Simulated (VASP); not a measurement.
Computed with r2SCAN meta-GGA, VASP's PBE PAW potentials (set 64) (plane waves; VASP 6.6.1).

VASP input:

**KPOINTS**
```
Automatic mesh
0
Gamma
19 19 10
0 0 0
```

**POSCAR**
```
Co
1
    2.4635955865     0.0000000000     0.0000000000
   -1.2317977933     2.1335364127     0.0000000000
    0.0000000000     0.0000000000     4.0260527160
Co
2
Direct
  0.6666670000   0.3333330000   0.2558178472
  0.3333330000   0.6666670000   0.7441821528
```

**KPOINTS_OPT**
```
k-points along high-symmetry lines
6
Line-mode
Reciprocal
  0.000000   0.000000   0.000000 ! GAMMA
  0.500000   0.000000   0.000000 ! M

  0.500000   0.000000   0.000000 ! M
  0.333333   0.333333   0.000000 ! K

  0.333333   0.333333   0.000000 ! K
  0.000000   0.000000   0.000000 ! GAMMA

  0.000000   0.000000   0.000000 ! GAMMA
  0.000000   0.000000   0.500000 ! A

  0.000000   0.000000   0.500000 ! A
  0.500000   0.000000   0.500000 ! L

  0.500000   0.000000   0.500000 ! L
  0.333333   0.333333   0.500000 ! H

  0.333333   0.333333   0.500000 ! H
  0.000000   0.000000   0.500000 ! A

  0.500000   0.000000   0.500000 ! L
  0.500000   0.000000   0.000000 ! M

  0.333333   0.333333   0.500000 ! H
  0.333333   0.333333   0.000000 ! K
```

### INCAR
```
! general
SYSTEM   =  Co
PREC     =  Accurate
ENCUT    =  400
LREAL    =  F
LASPH    =  T

! electronic loop
EDIFF    =  1E-7   ! SCF stop (eV)
NELM     =  100
ALGO     =  Normal   ! blocked Davidson
LMAXMIX  =  4   ! l cut-off of mixed one-centre charges
LMIXTAU  =  T

! smearing
ISMEAR   =  -5

! functional
METAGGA  =  R2SCAN

! spin
ISPIN    =  2   ! spin-polarised

! ions
ISIF     =  2

! output
LWAVE    =  F
LCHARG   =  F
LORBIT   =  11   ! lm-projected
NEDOS    =  601
```

POTCAR, in this order: Co (PBE.64 set). Program: vasp_std. The INCAR's line for the spin-polarised start is left out here.

The run has a spin-polarised start.

Task: Estimate the energy per atom (σ→0), cell moment, band gap (over mesh and band path).

Result: 
```yaml
energy per atom (σ→0): -13.209 eV/atom
cell_moment: 3.48 μB
band gap (over mesh and band path): none (metal, semimetal or under 0.01 eV)
```

OSZICAR:
```
...
DAV:  13    -0.264185134950E+02   -0.27580E-03   -0.85944E-04 29468   0.429E-01    0.359E-02
DAV:  14    -0.264185361612E+02   -0.22666E-04   -0.51434E-05 26786   0.857E-02    0.198E-02
DAV:  15    -0.264185399112E+02   -0.37500E-05   -0.17317E-05 32622   0.570E-02    0.171E-02
DAV:  16    -0.264185397944E+02    0.11678E-06   -0.68765E-06 29664   0.376E-02    0.474E-03
DAV:  17    -0.264185394161E+02    0.37828E-06   -0.47530E-07 21868   0.830E-03    0.147E-03
DAV:  18    -0.264185393538E+02    0.62356E-07   -0.35617E-08 13285   0.231E-03
   1 F= -.26418539E+02 E0= -.26418539E+02  d E =0.000000E+00  mag=     3.4817
       N       E                     dE             ncg
```

The structure comes from a computed database's Co entry (P-3m1); how it stands against other phases isn't given here. It was relaxed first.
